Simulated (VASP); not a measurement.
# LiPm3 (Pm-3m) in VASP: a series of runs, part 2 of 2

VASP 6.6.1.

### 4 Electron localisation function, MS2, collinear spin, antiferromagnetic start

INCAR reads:

```
SYSTEM = LiPm3
ALGO = Normal ; EDIFF = 1E-7
ENCUT = 520 ; ISIF = 2
ISMEAR = 1 ; ISPIN = 2
LASPH = .True. ; LCHARG = .True.
LELF = .True. ; LMAXMIX = 6
LMIXTAU = .True. ; LORBIT = 11
LREAL = .False. ; LWAVE = .False.
MAGMOM = 4 -4 4 0 ; METAGGA = MS2
NELM = 120 ; PREC = Accurate
SIGMA = 0.2
```

KPOINTS reads:

```
k-points
0
Gamma
  6 6 6
  0 0 0
```

POSCAR reads:

```
LiPm3
4.9989
    1.000008401848      0.000000000000      0.000000000000
    0.000000000000      1.000008401848      0.000000000000
    0.000000000000      0.000000000000      1.000008401848
Pm Li
3 1
Direct
    0.0000000000      0.5000000000      0.5000000000
    0.5000000000      0.0000000000      0.5000000000
    0.5000000000      0.5000000000      0.0000000000
    0.0000000000      0.0000000000      0.0000000000
```

Potentials or basis: VASP PAW PBE potentials, release 64 (Pm_3, Li_sv), 4f in core.

The run is started by

```bash
$ cat potpaw_PBE.64/Pm_3/POTCAR potpaw_PBE.64/Li_sv/POTCAR > POTCAR
$ mpirun -np 1 vasp_std > vasp.out
```

OUTCAR:

```text
SYSTEM = LiPm3
   EDIFF = 1E-7
   ENCUT = 520
   ISIF = 2
   ISMEAR = 1
   ISPIN = 2
   LASPH = .True.
   LORBIT = 11
   LREAL = .False.
   METAGGA = MS2
   NELM = 120
   PREC = Accurate

 ion  position               nearest neighbor table
   1  0.000  0.500  0.500-   2 3.53   3 3.53   3 3.53   2 3.53   2 3.53   3 3.53   3 3.53   2 3.53

   2  0.500  0.000  0.500-   1 3.53   3 3.53   3 3.53   1 3.53   3 3.53   3 3.53   1 3.53   1 3.53

   3  0.500  0.500  0.000-   1 3.53   2 3.53   1 3.53   2 3.53   2 3.53   2 3.53   1 3.53   1 3.53

   4  0.000  0.000  0.000-

[... 1527 lines left out ...]
  volume of cell :      124.92
      direct lattice vectors                 reciprocal lattice vectors
     4.998942000  0.000000000  0.000000000     0.200042329  0.000000000  0.000000000
     0.000000000  4.998942000  0.000000000     0.000000000  0.200042329  0.000000000
     0.000000000  0.000000000  4.998942000     0.000000000  0.000000000  0.200042329

 POSITION                                       TOTAL-FORCE (eV/Angst)
 -----------------------------------------------------------------------------------
      0.00000      2.49947      2.49947         0.000000      0.000000      0.000000
      2.49947      0.00000      2.49947         0.000000      0.000000      0.000000
      2.49947      2.49947      0.00000         0.000000      0.000000      0.000000
      0.00000      0.00000      0.00000         0.000000      0.000000      0.000000
 -----------------------------------------------------------------------------------
    total drift:                               -0.000000     -0.000000     -0.000000

  FREE ENERGIE OF THE ION-ELECTRON SYSTEM (eV)
  ---------------------------------------------------
  free  energy   TOTEN  =        14.0709500250 eV

  energy  without entropy=       14.0757988221  energy(sigma->0) =       14.07256629

 total charge

# of ion       s       p       d       tot
------------------------------------------
    1        2.264   6.087   1.125   9.476
    2        2.264   6.087   1.125   9.476
    3        2.264   6.087   1.125   9.476
    4        2.036   0.031   0.000   2.068
--------------------------------------------------
tot          8.829  18.292   3.375  30.496

 magnetization (x)

# of ion       s       p       d       tot
------------------------------------------
    1        0.000   0.000   0.000   0.000
    2        0.000   0.000   0.000   0.000
    3        0.000   0.000   0.000   0.000
    4       -0.000  -0.000   0.000  -0.000
--------------------------------------------------
tot          0.000   0.000   0.000   0.000
```

stdout:

```text
POSCAR found type information on POSCAR PmLi
 POSCAR found :  2 types and       4 ions
 scaLAPACK will be used
 -----------------------------------------------------------------------------
|                                                                             |
|                                                                             |
|     You enforced a specific xc type in the INCAR file but a different       |
|     I HOPE YOU KNOW WHAT YOU ARE DOING!                                     |
|                                                                             |
 -----------------------------------------------------------------------------

 LDA part: xc-table for (None), standard interpolation
 POSCAR, INCAR and KPOINTS ok, starting setup
 FFT: planning ... GRIDC
 FFT: planning ... GRID_SOFT
 FFT: planning ... GRID
 WAVECAR not read
 entering main loop
```

Wall time 8.8 min (1 thread of Intel Xeon 6975P-C (Granite Rapids), shared host); peak memory 0.43 GiB.

Results:

```yaml
Free_energy: 14.0710 eV
Band_gap_on_the_k_mesh: none (metal or under the smearing width)
Net_moment: 0.00 μB per cell
Valence_electrons_inside_the_program's_atomic_spheres: Pm 9.48; Li 2.07
```

Levels at points of the mesh, in eV from the Fermi level:
Spin up:
```
           k point  band 15  band 16  band 17  band 18  band 19  band 20  band 21  band 22
(0.00, 0.00, 0.00)    -2.26    -0.85    -0.85    -0.65    -0.65    -0.65     2.69     2.69
(0.50, 0.00, 0.00)    -1.74    -1.14    -0.22     0.06     0.06     0.70     1.49     1.49
(0.00, 0.50, 0.00)    -1.74    -1.14    -0.22     0.06     0.06     0.70     1.49     1.49
(0.50, 0.50, 0.00)    -1.19    -0.78    -0.25    -0.21     0.44     0.44     0.53     1.58
(0.50, 0.00, 0.50)    -1.19    -0.78    -0.25    -0.21     0.44     0.44     0.53     1.58
(0.50, 0.50, 0.50)    -1.33    -1.33    -1.33     1.20     1.20     1.20     1.50     1.50
```
Spin down:
| k point | band 14 | band 15 | band 16 | band 17 | band 18 | band 19 | band 20 | band 21 | band 22 | band 23 |
| --- | --- | --- | --- | --- | --- | --- | --- | --- | --- | --- |
| (0.00, 0.00, 0.00) | -3.94 | -2.26 | -0.85 | -0.85 | -0.65 | -0.65 | -0.65 | 2.69 | 2.69 | 2.69 |
| (0.50, 0.00, 0.00) | -2.45 | -1.74 | -1.14 | -0.22 | 0.06 | 0.06 | 0.70 | 1.49 | 1.49 | 1.93 |
| (0.00, 0.50, 0.00) | -2.45 | -1.74 | -1.14 | -0.22 | 0.06 | 0.06 | 0.70 | 1.49 | 1.49 | 1.93 |
| (0.50, 0.50, 0.00) | -1.19 | -1.19 | -0.78 | -0.25 | -0.21 | 0.44 | 0.44 | 0.53 | 1.58 | 1.58 |
| (0.50, 0.00, 0.50) | -1.19 | -1.19 | -0.78 | -0.25 | -0.21 | 0.44 | 0.44 | 0.53 | 1.58 | 1.58 |
| (0.50, 0.50, 0.50) | -1.95 | -1.33 | -1.33 | -1.33 | 1.20 | 1.20 | 1.20 | 1.50 | 1.50 | 1.50 |

Caveat: the magnetic or orbital state may not be the lowest; spin-orbit coupling is left out, which moves the levels of the heavy elements; the 4f electrons are frozen in the core as for a trivalent ion, so they carry no moment and show no levels.
